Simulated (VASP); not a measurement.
Input:

```yaml
crystal:
  lattice:
    - [-3.26389, 3.26389, 2.57378]
    - [3.26389, -3.26389, 2.57378]
    - [3.26389, 3.26389, -2.57378]
  atoms:
    - { symbol: Hf, position: [0.84351, 0.65649, 0.50000] }
    - { symbol: Hf, position: [0.15649, 0.34351, 0.50000] }
    - { symbol: Hf, position: [0.65649, 0.15649, 0.81298] }
    - { symbol: Hf, position: [0.34351, 0.84351, 0.18702] }
    - { symbol: Si, position: [0.75000, 0.75000, 0.00000] }
    - { symbol: Si, position: [0.25000, 0.25000, 0.00000] }
```

Method: LDA (Ceperley-Alder, Perdew-Zunger), VASP's LDA PAW potentials (set 64) (plane waves; VASP 6.6.1). Run with 300 eV cut-off, 6×6×6 Γ-centred mesh, Fermi-Dirac smearing of 0.050 eV, potentials Hf_pv Si.

Question: Give the energies of bands 14 to 27 at the high-symmetry points, in eV from the Fermi level.

Answer: 
| band | Γ | X | M | Z | P | N |
|---|---|---|---|---|---|---|
| 14 | -6.05 | -6.01 | -5.64 | -6.95 | -8.57 | -8.63 |
| 15 | -3.95 | -5.52 | -4.99 | -4.88 | -4.46 | -3.92 |
| 16 | -3.61 | -4.71 | -4.99 | -4.88 | -4.46 | -3.92 |
| 17 | -3.20 | -2.38 | -4.90 | -3.48 | -2.33 | -3.10 |
| 18 | -3.20 | -2.37 | -2.34 | -2.43 | -2.33 | -3.10 |
| 19 | -1.35 | -2.22 | -2.04 | -1.99 | -1.28 | -1.10 |
| 20 | -1.35 | -2.16 | -2.04 | -1.99 | -1.28 | -1.10 |
| 21 | -1.27 | -1.43 | -0.92 | -1.00 | -0.80 | -0.73 |
| 22 | -1.27 | -1.09 | -0.47 | -0.36 | -0.80 | -0.73 |
| 23 | -0.98 | -0.60 | -0.02 | -0.09 | -0.65 | -0.53 |
| 24 | -0.87 | -0.41 | 0.31 | 0.51 | -0.65 | -0.53 |
| 25 | 1.99 | 1.28 | 0.34 | 0.51 | 0.23 | 0.21 |
| 26 | 2.04 | 1.31 | 0.34 | 0.70 | 0.23 | 0.21 |
| 27 | 2.04 | 1.63 | 1.30 | 0.98 | 2.18 | 1.94 |

It has no gap at this level: it comes out as a metal or semimetal.

The structure comes from a computed database's Hf2Si entry (I4/mcm); how it stands against other phases isn't given here. The cell was not relaxed at this level.
